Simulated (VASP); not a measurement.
# AgW9: core-level shifts

Aim: how the core levels of AgW9 differ from atom to atom, with and without the screening of the hole.

Method: PBE; plane waves and PAW (Ag, W), in the first sound run; inputs show where later runs differ, in VASP 6.6.1.

## (1) Starting point

The cell holds 20 atoms: 2 Ag and 18 W. Cell: a = 6.340 Å, b = 5.491 Å, c = 22.966 Å, α = 90.0°, β = 90.0°, γ = 54.7°. It derives from W. Ag replaces host atoms (quarter in the top layer, both faces). Regions: layer 1, 4 atoms (3 W and 1 Ag); layer 2, 4 atoms (4 W); layer 3, 4 atoms (4 W); other layers, 8 atoms (7 W and 1 Ag). Vacuum lies along c.

## (2) Relaxation

The free atoms are relaxed first inside the given cell, which is kept (ISIF = 0), since core levels depend on the positions.

Contents of INCAR:

```
SYSTEM = AgW9
PREC = Normal
ENCUT = 330
EDIFF = 1E-05
NELM = 100
ISMEAR = 0
SIGMA = 0.1
LREAL = Auto
ALGO = Fast
GGA = PE
NBANDS = 85
LASPH = .TRUE.
LWAVE = .FALSE.
LCHARG = .FALSE.
KPAR = 2
NCORE = 4
IBRION = 2
NSW = 50
ISIF = 0
EDIFFG = -0.05
```

Contents of POSCAR:

```
AgW9
1.0
    6.3400000000      0.0000000000      0.0000000000
    3.1700000000      4.4830569927      0.0000000000
    0.0000000000      0.0000000000     22.9661139854
Ag W
2 18
Selective dynamics
Direct
    0.0000000000      0.0000000000      0.6952031150  T T T
    0.0000000000      0.0000000000      0.3047968850  T T T
    0.5000000000      0.0000000000      0.6952031150  T T T
    0.0000000000      0.5000000000      0.6952031150  T T T
    0.5000000000      0.5000000000      0.6952031150  T T T
    0.7500000000      0.5000000000      0.5976015580  T T T
    0.2500000000      0.5000000000      0.5976015580  T T T
    0.7500000000      0.0000000000      0.5976015580  T T T
    0.2500000000      0.0000000000      0.5976015580  T T T
    0.0000000000      0.0000000000      0.5000000000  F F F
    0.5000000000      0.0000000000      0.5000000000  F F F
    0.0000000000      0.5000000000      0.5000000000  F F F
    0.5000000000      0.5000000000      0.5000000000  F F F
    0.7500000000      0.5000000000      0.4023984420  T T T
    0.2500000000      0.5000000000      0.4023984420  T T T
    0.7500000000      0.0000000000      0.4023984420  T T T
    0.2500000000      0.0000000000      0.4023984420  T T T
    0.5000000000      0.0000000000      0.3047968850  T T T
    0.0000000000      0.5000000000      0.3047968850  T T T
    0.5000000000      0.5000000000      0.3047968850  T T T
```

Contents of KPOINTS:

```
Automatic mesh
0
Gamma
4 4 1
0 0 0
```

The projector-augmented-wave data sets are Ag and W (PBE family, release 64).

Launch:

```sh
> mpirun -np 8 vasp_std
```

What it wrote:

```text
[banner, memory and clock lines left out]
running    8 mpi-ranks, on    1 nodes
 distrk:  each k-point on    4 cores,    2 groups
 distr:  one band on    4 cores,    1 groups

 POSCAR found type information on POSCAR AgW
 POSCAR found :  2 types and      20 ions
 LDA part: xc-table for (Slater+PW92), standard interpolation
 POSCAR, INCAR and KPOINTS ok, starting setup
 FFT: planning ... GRIDC
 FFT: planning ... GRID_SOFT
 FFT: planning ... GRID
 WAVECAR not read
 entering main loop
       N       E                     dE             d eps       ncg     rms          rms(c)
DAV:   1     0.497252355529E+03    0.49725E+03   -0.41384E+04  1190   0.891E+02
DAV:   2    -0.174675293807E+03   -0.67193E+03   -0.62978E+03  1556   0.240E+02
DAV:   3    -0.237066842053E+03   -0.62392E+02   -0.59560E+02  1524   0.677E+01
DAV:   4    -0.241881881790E+03   -0.48150E+01   -0.47244E+01  1932   0.160E+01
DAV:   5    -0.242048884345E+03   -0.16700E+00   -0.16567E+00  1764   0.321E+00    0.823E+01
RMM:   6    -0.239384242106E+03    0.26646E+01   -0.72634E+01  1323   0.192E+01    0.400E+01
RMM:   7    -0.303852533172E+03   -0.64468E+02   -0.26208E+02  1620   0.280E+01    0.333E+01
RMM:   8    -0.226108253714E+03    0.77744E+02   -0.10858E+02  1450   0.219E+01    0.108E+01
RMM:   9    -0.225537305934E+03    0.57095E+00   -0.14776E+01  1459   0.892E+00    0.454E+00
RMM:  10    -0.225584943186E+03   -0.47637E-01   -0.27240E+00  1604   0.324E+00    0.347E+00
RMM:  11    -0.225593842081E+03   -0.88989E-02   -0.44874E-01  1675   0.111E+00    0.327E+00
RMM:  12    -0.225529385936E+03    0.64456E-01   -0.11006E-01  1343   0.710E-01    0.221E+00
RMM:  13    -0.225524627588E+03    0.47583E-02   -0.28073E-01  1416   0.965E-01    0.868E-01
RMM:  14    -0.225522354788E+03    0.22728E-02   -0.48458E-02  1483   0.519E-01    0.879E-01
RMM:  15    -0.225510510933E+03    0.11844E-01   -0.92693E-03  1332   0.238E-01    0.533E-01
RMM:  16    -0.225505133445E+03    0.53775E-02   -0.38693E-02  1461   0.337E-01    0.177E-01
RMM:  17    -0.225504774160E+03    0.35928E-03   -0.46537E-03  1241   0.190E-01    0.131E-01
RMM:  18    -0.225504944670E+03   -0.17051E-03   -0.34277E-03  1462   0.135E-01    0.914E-02
RMM:  19    -0.225504608287E+03    0.33638E-03   -0.57892E-04  1254   0.695E-02    0.223E-02
RMM:  20    -0.225504668601E+03   -0.60314E-04   -0.27090E-04  1403   0.336E-02    0.299E-02
RMM:  21    -0.225504688290E+03   -0.19689E-04   -0.10102E-04  1129   0.204E-02    0.197E-02
RMM:  22    -0.225504727853E+03   -0.39563E-04   -0.44887E-05   912   0.129E-02    0.753E-03
RMM:  23    -0.225504792105E+03   -0.64252E-04   -0.23346E-05   797   0.105E-02    0.102E-02
RMM:  24    -0.225504843922E+03   -0.51817E-04   -0.10546E-05   733   0.791E-03    0.442E-03
RMM:  25    -0.225504875458E+03   -0.31536E-04   -0.54687E-06   726   0.686E-03    0.616E-03
RMM:  26    -0.225504923116E+03   -0.47658E-04   -0.46807E-06   713   0.530E-03    0.412E-03
RMM:  27    -0.225504941061E+03   -0.17944E-04   -0.31719E-06   560   0.370E-03    0.318E-03
RMM:  28    -0.225504945705E+03   -0.46449E-05   -0.16562E-06   468   0.293E-03
   1 F= -.22550495E+03 E0= -.22545954E+03  d E =-.225505E+03
 curvature:   0.00 expect dE= 0.000E+00 dE for cont linesearch  0.000E+00
 trial: gam= 0.00000 g(F)=  0.965E+00 g(S)=  0.000E+00 ort = 0.000E+00 (trialstep = 0.100E+01)
 search vector abs. value=  0.965E+00
 bond charge predicted
       N       E                     dE             d eps       ncg     rms          rms(c)
DAV:   1    -0.226085659898E+03   -0.58072E+00   -0.17218E+02  1190   0.366E+01    0.244E+00
RMM:   2    -0.226179603266E+03   -0.93943E-01   -0.14859E+00  1205   0.458E+00    0.219E+00
RMM:   3    -0.226207246268E+03   -0.27643E-01   -0.43489E-01  1448   0.175E+00    0.150E+00
RMM:   4    -0.226236682789E+03   -0.29437E-01   -0.21482E-01  1380   0.105E+00    0.124E+00
RMM:   5    -0.226207568958E+03    0.29114E-01   -0.77927E-02  1268   0.729E-01    0.383E-01
RMM:   6    -0.226207040613E+03    0.52835E-03   -0.22998E-02  1520   0.366E-01    0.171E-01
RMM:   7    -0.226206974803E+03    0.65810E-04   -0.70526E-03  1436   0.176E-01    0.121E-01
RMM:   8    -0.226206857159E+03    0.11764E-03   -0.17551E-03  1423   0.997E-02    0.420E-02
RMM:   9    -0.226206897762E+03   -0.40603E-04   -0.81053E-04  1637   0.506E-02    0.219E-02
RMM:  10    -0.226206902603E+03   -0.48406E-05   -0.11770E-04  1206   0.208E-02    0.135E-02
RMM:  11    -0.226206904946E+03   -0.23433E-05   -0.24808E-05   787   0.120E-02
   2 F= -.22620690E+03 E0= -.22616600E+03  d E =-.701959E+00
[... from here on, the cycles between the ionic steps are left out ...]
   3 F= -.22633174E+03 E0= -.22628797E+03  d E =-.826799E+00
   4 F= -.22655154E+03 E0= -.22650860E+03  d E =-.219798E+00
   5 F= -.22662147E+03 E0= -.22658147E+03  d E =-.289729E+00
   6 F= -.22674157E+03 E0= -.22670346E+03  d E =-.120099E+00
   7 F= -.22674948E+03 E0= -.22671191E+03  d E =-.128011E+00
   8 F= -.22674975E+03 E0= -.22671209E+03  d E =-.128276E+00
   9 F= -.22676612E+03 E0= -.22672828E+03  d E =-.163699E-01
  10 F= -.22676642E+03 E0= -.22672861E+03  d E =-.166737E-01
  11 F= -.22677088E+03 E0= -.22673342E+03  d E =-.445358E-02
  12 F= -.22677150E+03 E0= -.22673418E+03  d E =-.508085E-02
 curvature:  -1.22 expect dE=-0.254E-02 dE for cont linesearch -0.120E-04
 trial: gam= 0.41181 g(F)=  0.208E-02 g(S)=  0.000E+00 ort = 0.235E-03 (trialstep = 0.151E+01)
 search vector abs. value=  0.323E-02
 bond charge predicted
       N       E                     dE             d eps       ncg     rms          rms(c)
DAV:   1    -0.226773468176E+03   -0.19652E-02   -0.13360E+00  1200   0.320E+00    0.171E-01
RMM:   2    -0.226774337617E+03   -0.86944E-03   -0.92754E-03  1209   0.396E-01    0.231E-01
RMM:   3    -0.226773848269E+03    0.48935E-03   -0.17379E-03  1333   0.148E-01    0.143E-01
RMM:   4    -0.226773852395E+03   -0.41263E-05   -0.53813E-04  1381   0.678E-02    0.121E-01
RMM:   5    -0.226773738539E+03    0.11386E-03   -0.42725E-04  1218   0.592E-02    0.450E-02
RMM:   6    -0.226773743313E+03   -0.47736E-05   -0.13148E-04  1290   0.310E-02    0.192E-02
RMM:   7    -0.226773741228E+03    0.20843E-05   -0.24395E-05   763   0.136E-02
  13 F= -.22677374E+03 E0= -.22673610E+03  d E =-.223663E-02
 trial-energy change:   -0.002237  1 .order   -0.002183   -0.003297   -0.001069
 step:   2.1163(harm=  2.2385)  dis= 0.00963  next Energy=  -226.773958 (dE=-0.245E-02)
 reached required accuracy - stopping structural energy minimisation
```

The job ended after 4.5 min (8 MPI ranks of AMD EPYC 7R43, shared host; peak memory 1.2 GiB; 35 min of CPU time).

The logs omit lines about the potential files and the build; timing stands in the text.

Parts of OUTCAR (step 2):

```text
ion  position               nearest neighbor table
   1  0.000  0.000  0.695-   8 2.75   9 2.75   4 2.75   4 2.75   5 2.75   5 2.75   7 3.17   6 3.17
                             3 3.17   3 3.17
   2  0.000  0.000  0.305-  16 2.75  17 2.75  19 2.75  19 2.75  20 2.75  20 2.75  15 3.17  14 3.17
                            18 3.17  18 3.17
   3  0.500  0.000  0.695-   8 2.75   9 2.75   5 2.75   4 2.75   5 2.75   4 2.75   6 3.17   7 3.17
                             1 3.17   1 3.17
   4  0.000  0.500  0.695-   6 2.75   7 2.75   1 2.75   1 2.75   3 2.75   3 2.75   9 3.17   8 3.17
                             5 3.17   5 3.17
   5  0.500  0.500  0.695-   6 2.75   7 2.75   3 2.75   1 2.75   3 2.75   1 2.75   8 3.17   9 3.17
                             4 3.17   4 3.17
   6  0.750  0.500  0.598-   4 2.75   5 2.75   8 2.75   8 2.75   9 2.75   9 2.75  13 2.75  12 2.75
                             1 3.17   3 3.17   7 3.17   7 3.17  11 3.17  10 3.17
   7  0.250  0.500  0.598-   4 2.75   5 2.75   9 2.75   8 2.75   9 2.75   8 2.75  13 2.75  12 2.75
                             3 3.17   1 3.17   6 3.17   6 3.17  10 3.17  11 3.17
   8  0.750  0.000  0.598-   1 2.75   3 2.75   6 2.75   6 2.75   7 2.75   7 2.75  11 2.75  10 2.75
                             4 3.17   5 3.17   9 3.17   9 3.17  13 3.17  12 3.17
   9  0.250  0.000  0.598-   1 2.75   3 2.75   7 2.75   6 2.75   7 2.75   6 2.75  11 2.75  10 2.75
                             5 3.17   4 3.17   8 3.17   8 3.17  12 3.17  13 3.17
  10  0.000  0.000  0.500-  12 2.75  12 2.75  13 2.75  13 2.75  17 2.75   9 2.75   8 2.75  16 2.75
                            11 3.17  11 3.17  14 3.17  15 3.17   7 3.17   6 3.17
  11  0.500  0.000  0.500-  13 2.75  12 2.75  13 2.75  12 2.75  17 2.75   9 2.75   8 2.75  16 2.75
                            10 3.17  10 3.17  15 3.17  14 3.17   6 3.17   7 3.17
  12  0.000  0.500  0.500-  10 2.75  10 2.75  11 2.75  11 2.75  15 2.75   7 2.75   6 2.75  14 2.75
                            13 3.17  13 3.17  16 3.17  17 3.17   9 3.17   8 3.17
  13  0.500  0.500  0.500-  11 2.75  10 2.75  11 2.75  10 2.75  15 2.75   7 2.75   6 2.75  14 2.75
                            12 3.17  12 3.17  17 3.17  16 3.17   8 3.17   9 3.17
  14  0.750  0.500  0.402-  19 2.75  20 2.75  16 2.75  16 2.75  17 2.75  17 2.75  12 2.75  13 2.75
                             2 3.17  18 3.17  15 3.17  15 3.17  11 3.17  10 3.17
  15  0.250  0.500  0.402-  19 2.75  20 2.75  17 2.75  16 2.75  17 2.75  16 2.75  12 2.75  13 2.75
                            18 3.17   2 3.17  14 3.17  14 3.17  11 3.17  10 3.17
  16  0.750  0.000  0.402-   2 2.75  18 2.75  14 2.75  14 2.75  15 2.75  15 2.75  11 2.75  10 2.75
                            19 3.17  20 3.17  17 3.17  17 3.17  12 3.17  13 3.17
  17  0.250  0.000  0.402-   2 2.75  18 2.75  15 2.75  14 2.75  15 2.75  14 2.75  11 2.75  10 2.75
                            20 3.17  19 3.17  16 3.17  16 3.17  13 3.17  12 3.17
  18  0.500  0.000  0.305-  16 2.75  17 2.75  20 2.75  19 2.75  20 2.75  19 2.75  14 3.17  15 3.17
                             2 3.17   2 3.17
  19  0.000  0.500  0.305-  14 2.75  15 2.75   2 2.75   2 2.75  18 2.75  18 2.75  16 3.17  17 3.17
                            20 3.17  20 3.17
  20  0.500  0.500  0.305-  14 2.75  15 2.75  18 2.75   2 2.75  18 2.75   2 2.75  17 3.17  16 3.17
                            19 3.17  19 3.17

  LATTYP: Found a base centered orthorhombic cell.
 ALAT       =     6.3400000000
 B/A-ratio  =     1.4142135624
 C/A-ratio  =     3.6224154551

 Subroutine GETGRP returns: Found  8 space group operations
 (whereof  8 operations were pure point group operations)

The static configuration has the point symmetry D_2h.

 Found      7 irreducible k-points:

   k-points           NKPTS =      7   k-points in BZ     NKDIM =      7   number of bands    NBANDS=     85

   dimension x,y,z NGX =    28 NGY =   24 NGZ =  108
   dimension x,y,z NGXF=    56 NGYF=   48 NGZF=  216

   ENCUT  =  330.0 eV  24.25 Ry    4.92 a.u.   9.39  8.13 34.02*2*pi/ulx,y,z

   NELECT =     130.0000    total number of electrons

 k-points in reciprocal lattice and weights: Automatic mesh
   0.00000000  0.00000000  0.00000000       0.062
   0.25000000  0.00000000  0.00000000       0.250
   0.50000000  0.00000000  0.00000000       0.125
   0.00000000  0.25000000  0.00000000       0.125
   0.50000000  0.25000000  0.00000000       0.125
  -0.25000000  0.25000000  0.00000000       0.250
   0.00000000  0.50000000  0.00000000       0.062

 average (electrostatic) potential at core
       1 -77.8625       2 -77.8625       3 -44.1187       4 -44.2145       5 -44.2145
       6 -44.1242       7 -44.1242       8 -44.2907       9 -44.2907      10 -44.1931
      11 -44.0362      12 -44.2033      13 -44.2033      14 -44.1242      15 -44.1242
      16 -44.2907      17 -44.2907      18 -44.1187      19 -44.2145      20 -44.2145

 E-fermi :   1.4162

 k-point     1 :       0.0000    0.0000    0.0000
  band No.  band energies     occupation
    ...
     55       0.6705      2.00000
     56       0.7528      2.00000
     57       0.7829      2.00000
     58       1.0603      2.00000
     59       1.1545      1.99979
     60       1.6756      0.00024
     61       1.7556      0.00000
     62       1.8344      0.00000
     63       1.8880      0.00000
     64       2.0059      0.00000
    ...

 k-point     2 :       0.2500    0.0000    0.0000
  band No.  band energies     occupation
    ...
     60       1.0817      2.00000
     61       1.0927      2.00000
     62       1.2210      1.99422
     63       1.3553      1.61063
     64       1.3626      1.55116
     65       1.6001      0.00930
     66       1.6352      0.00196
     67       1.8902      0.00000
     68       1.9209      0.00000
     69       2.0574      0.00000
    ...

 k-point     3 :       0.5000    0.0000    0.0000
  band No.  band energies     occupation
    ...
     62       0.6039      2.00000
     63       0.6842      2.00000
     64       1.1761      1.99931
     65       1.3423      1.70386
     66       1.3587      1.58392
     67       1.4653      0.48709
     68       1.5919      0.01293
     69       1.8411      0.00000
     70       2.1325      0.00000
     71       2.3554      0.00000
    ...

  energy-cutoff  :      330.00
  volume of cell :      652.76
      direct lattice vectors                 reciprocal lattice vectors
     6.340000000  0.000000000  0.000000000     0.157728707 -0.111531038  0.000000000
     3.170000000  4.483056993  0.000000000     0.000000000  0.223062076  0.000000000
     0.000000000  0.000000000 22.966113985     0.000000000  0.000000000  0.043542412

 POSITION                                       TOTAL-FORCE (eV/Angst)
 -----------------------------------------------------------------------------------
      0.00000      0.00000     16.35043        -0.000000     -0.000000      0.043185
      0.00000      0.00000      6.61568        -0.000000     -0.000000     -0.043185
      3.17000      0.00000     15.87184        -0.000000     -0.000000      0.000088
      1.58500      2.24153     15.79171        -0.000000     -0.000000      0.010751
      4.75500      2.24153     15.79171         0.000000     -0.000000      0.010751
      6.34000      2.21246     13.71999         0.000000     -0.024465      0.022176
      3.17000      2.27060     13.71999        -0.000000      0.024465      0.022176
      4.75645      0.00000     13.73636        -0.011422     -0.000000     -0.006574
      1.58355      0.00000     13.73636         0.011422     -0.000000     -0.006574
      0.00000      0.00000     11.48306         0.000000     -0.000000      0.000000
      3.17000      0.00000     11.48306         0.000000     -0.000000      0.000000
      1.58500      2.24153     11.48306         0.000000     -0.000000      0.000000
      4.75500      2.24153     11.48306         0.000000     -0.000000      0.000000
      6.34000      2.21246      9.24612         0.000000     -0.024465     -0.022176
      3.17000      2.27060      9.24612        -0.000000      0.024465     -0.022176
      4.75645      0.00000      9.22976        -0.011422     -0.000000      0.006574
      1.58355      0.00000      9.22976         0.011422     -0.000000      0.006574
      3.17000      0.00000      7.09428        -0.000000     -0.000000     -0.000088
      1.58500      2.24153      7.17441         0.000000     -0.000000     -0.010751
      4.75500      2.24153      7.17441        -0.000000     -0.000000     -0.010751
 -----------------------------------------------------------------------------------
    total drift:                                0.000000      0.000000      0.000000

  FREE ENERGIE OF THE ION-ELECTRON SYSTEM (eV)
  ---------------------------------------------------
  free  energy   TOTEN  =      -226.7737412284 eV

  energy  without entropy=     -226.6984568656  energy(sigma->0) =     -226.73609905

 reached required accuracy - stopping structural energy minimisation

[... 3 further parts left out ...]
```

CONTCAR:

```
AgW9
   1.00000000000000
     6.3399999999999999    0.0000000000000000    0.0000000000000000
     3.1699999999999999    4.4830569926999999    0.0000000000000000
     0.0000000000000000    0.0000000000000000   22.9661139853999998
  Ag              W
     2    18
Selective dynamics
Direct
     0.0000000000000000    0.0000000000000000    0.7119373689306188   T   T   T
     0.0000000000000000    0.0000000000000000    0.2880626310693812   T   T   T
     0.5000000000000000    0.0000000000000000    0.6910980114008064   T   T   T
     0.0000000000000000    0.5000000000000000    0.6876089291470394   T   T   T
     0.5000000000000000    0.5000000000000000    0.6876089291470394   T   T   T
     0.7532425599750213    0.4935148800499573    0.5974014807988816   T   T   T
     0.2467574400249787    0.5064851199500428    0.5974014807988816   T   T   T
     0.7502284292221263    0.0000000000000000    0.5981141547080919   T   T   T
     0.2497715707778738    0.0000000000000000    0.5981141547080919   T   T   T
     0.0000000000000000    0.0000000000000000    0.5000000000000000   F   F   F
     0.5000000000000000    0.0000000000000000    0.5000000000000000   F   F   F
     0.0000000000000000    0.5000000000000000    0.5000000000000000   F   F   F
     0.5000000000000000    0.5000000000000000    0.5000000000000000   F   F   F
     0.7532425599750213    0.4935148800499573    0.4025985192011184   T   T   T
     0.2467574400249787    0.5064851199500428    0.4025985192011184   T   T   T
     0.7502284292221263    0.0000000000000000    0.4018858452919081   T   T   T
     0.2497715707778738    0.0000000000000000    0.4018858452919081   T   T   T
     0.5000000000000000    0.0000000000000000    0.3089019885991935   T   T   T
     0.0000000000000000    0.5000000000000000    0.3123910708529606   T   T   T
     0.5000000000000000    0.5000000000000000    0.3123910708529606   T   T   T
```

The data set W keeps the semicore shell frozen, which is cheaper and a little less accurate. The run keeps the 8 symmetry operations of its start, so it cannot find a distortion of lower symmetry.

[end of part 1 of 4]

[Lines on the potential files, build, host, timing and source positions are cut from VASP's logs without a mark.]

[Logs are printed without paths, hosts, clocks, repeated set-up lines and the standing remarks that a program may print on its own settings, such as how far it seeks lower states.]

[Hosts, paths, dates, database ids (printed as entryN), source tags and the programs' standing remarks are cut or masked in the printed files.]
